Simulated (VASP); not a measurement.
Input for VASP

INCAR:
```
SYSTEM=GeS
PREC=Accurate; ENCUT=400; LREAL=.FALSE.
LASPH=.TRUE.
EDIFF=1E-6; NELM=100; ALGO=Normal
LMAXMIX=4
ISMEAR=0; SIGMA=0.05
GGA=PS
IBRION=2; NSW=60; ISIF=3
EDIFFG=-0.02
LWAVE=.FALSE.; LCHARG=.FALSE.
```

File POSCAR:
```
GeS
1
    1.9022379885    -5.2798790292     0.0000000000
    1.9022379885     5.2798790292    -0.0000000000
    0.0000000000    -0.0000000000     3.7991014062
Ge S
2 2
Direct
  0.8669810562   0.1330189438   0.2500000000
  0.1330189438   0.8669810562   0.7500000000
  0.6424076077   0.3575923923   0.2500000000
  0.3575923923   0.6424076077   0.7500000000
```

File KPOINTS:
```
K-points
0
gamma
  6 6 5
0 0 0
```

POTCAR, in this order: Ge_d S (PBE.64 set). Program: vasp_std.

### Question
Translate this PBEsol calculation to Quantum ESPRESSO's pw.x.

### Answer
One equivalent input (not run):
```
&CONTROL
  calculation = 'vc-relax'
  pseudo_dir = './pseudo'
  outdir = './out'
  tprnfor = .true.
  tstress = .true.
  nstep = 60
  forc_conv_thr = 0.00078
/
&SYSTEM
  ibrav = 0
  nat = 4
  ntyp = 2
  ecutwfc = 78
  occupations = 'smearing'
  smearing = 'gaussian'
  degauss = 0.003675
  input_dft = 'pbesol'
/
&ELECTRONS
  conv_thr = 7.3e-08
  electron_maxstep = 100
/
&IONS
/
&CELL
/
ATOMIC_SPECIES
  Ge 72.630 Ge.upf
  S 32.060 S.upf
CELL_PARAMETERS angstrom
     1.9022380   -5.2798790    0.0000000
     1.9022380    5.2798790   -0.0000000
     0.0000000   -0.0000000    3.7991014
ATOMIC_POSITIONS crystal
  Ge   0.8669811  0.1330189  0.2500000
  Ge   0.1330189  0.8669811  0.7500000
  S    0.6424076  0.3575924  0.2500000
  S    0.3575924  0.6424076  0.7500000
K_POINTS automatic
  6 6 5 0 0 0
```
Limits of the translation: the potentials are each code's own (VASP's PAW set, PseudoDojo norm-conserving files in pw.x), so ENCUT and ecutwfc are chosen apart and not converted; conv_thr bounds pw.x's estimated SCF error, while EDIFF bounds the energy change between steps; forc_conv_thr acts on force components and is met together with etot_conv_thr.

The structure comes from a computed database's GeS entry (Cmcm); how it stands against other phases isn't given here. This run relaxes it. Symmetry was kept, so distortions that lower it aren't found. The start is the result of an earlier pass.
